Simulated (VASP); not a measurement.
Given:

```yaml
crystal:
  lattice:
    - [2.47262, 0.00000, 0.00000]
    - [-1.23631, 2.14135, 0.00000]
    - [0.00000, 0.00000, 7.28384]
  atoms:
    - { symbol: B, position: [0.66667, 0.33333, 0.75000] }
    - { symbol: B, position: [0.33333, 0.66667, 0.25000] }
    - { symbol: N, position: [0.00000, 0.00000, 0.75000] }
    - { symbol: N, position: [0.00000, 0.00000, 0.25000] }
```

Calculation: PBE GGA, VASP's PBE PAW potentials (set 64) (plane waves; VASP). Numerical set-up: 400 eV cut-off, 10×10×3 Γ-centred mesh, Fermi-Dirac smearing of 0.010 eV, potentials B N.

At this cut-off the stress carries a Pulay error, which pulls relaxed volumes low.

### Question
Give the stress tensor in GPa (positive for a compressed cell).

### Answer

```
12.75   0.00   0.00
 0.00  12.75   0.00
 0.00   0.00  -2.54
```
The pressure is its mean diagonal, 7.66 GPa.

The structure comes from a computed database's BN entry; how it stands against other phases isn't given here. The cell was not relaxed at this level.
